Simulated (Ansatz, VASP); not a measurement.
**Two plane-wave programs on Ba3SiS**

```
CELL_PARAMETERS angstrom
5.93297 0.00000 0.00000
0.00000 5.93297 0.00000
0.00000 0.00000 5.93297
ATOMIC_POSITIONS crystal
Ba 0.50000 0.50000 0.00000
Ba 0.50000 0.00000 0.50000
Ba 0.00000 0.50000 0.50000
Si 0.00000 0.00000 0.00000
S 0.50000 0.50000 0.50000
```

Change from the starting cell: species swapped into the Pr3AlN type (Pm-3m, No. 221).

Alike in both runs: functional PBE; k mesh 4 × 4 × 4; occupations gaussian, width 0.1 eV; no spin polarisation.

Ansatz relaxed the structure, and its values are those at the end. VASP's run is a single point on that final structure, the one shown.

|  | VASP | Ansatz |
| --- | --- | --- |
| version | VASP 6.6.1 | Ansatz 0.2.0 |
| potentials or method | VASP PAW PBE potentials, release 64 (Ba_sv, Si, S) | scalar-relativistic, plane waves, PAW |
| plane-wave cutoff (eV) | 520 | 420 |
| valence electrons in the cell | 40 | 40 |

```csv
,VASP,Ansatz,Ansatz less VASP
gap on the k mesh at the Fermi level (eV),0.11,0.11,-0.007
least direct gap on the mesh (eV),0.25,0.25,+0.008
pressure (GPa),0.6,0.1,-0.47
```

With one functional, cell and mesh, what is left measures potentials, basis and numerics.

Caveats: spin-orbit coupling is left out, which moves the levels of the heavy elements.
